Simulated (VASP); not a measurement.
Input:

```xyz
8
Lattice="-2.7767 2.7767 5.4543 2.7767 -2.7767 5.4543 2.7767 2.7767 -5.4543" Properties=species:S:1:pos:R:3 pbc="T T T"
Ga     0.0000     0.0000     5.4543
Ga     2.7767     0.0000     2.7272
Cu     0.0000     0.0000     0.0000
Cu     0.0000     2.7767     2.7272
Se     1.3883     1.3883     6.8179
Se     1.3883    -1.3883     4.0908
Se     1.3883     1.3883     1.3636
Se    -1.3883     1.3883     4.0908
```

Computed with PBE GGA, VASP's PBE PAW potentials (set 64) (plane waves; VASP 6.6.1). Settings: 300 eV cut-off, 3×3×3 Γ-centred mesh, Fermi-Dirac smearing of 0.010 eV, potentials Ga_d Cu Se.

At this cut-off the stress carries a Pulay error, which pulls relaxed volumes low.

**Question.** Which forces act on the atoms, in eV/Å?

**Answer.** 
| atom | Fx | Fy | Fz |
|---|---|---|---|
| Ga1 | 0.000 | 0.000 | 0.000 |
| Ga2 | 0.000 | 0.000 | 0.000 |
| Cu3 | 0.000 | 0.000 | 0.000 |
| Cu4 | 0.000 | 0.000 | 0.000 |
| Se5 | 0.391 | 0.000 | 0.000 |
| Se6 | 0.000 | -0.391 | 0.000 |
| Se7 | -0.391 | 0.000 | 0.000 |
| Se8 | 0.000 | 0.391 | 0.000 |

**Question.** Give the stress tensor in GPa (positive for a compressed cell).

**Answer.** 
```
5.29  0.00  0.00
0.00  5.29  0.00
0.00  0.00  5.34
```
The pressure is its mean diagonal, 5.30 GPa.

The structure is a typed CuGaSe2 crystal. The cell was not relaxed at this level. The k-mesh is coarse (spacing up to 0.53 per Å, 2π included), so the numbers may not be converged in it.
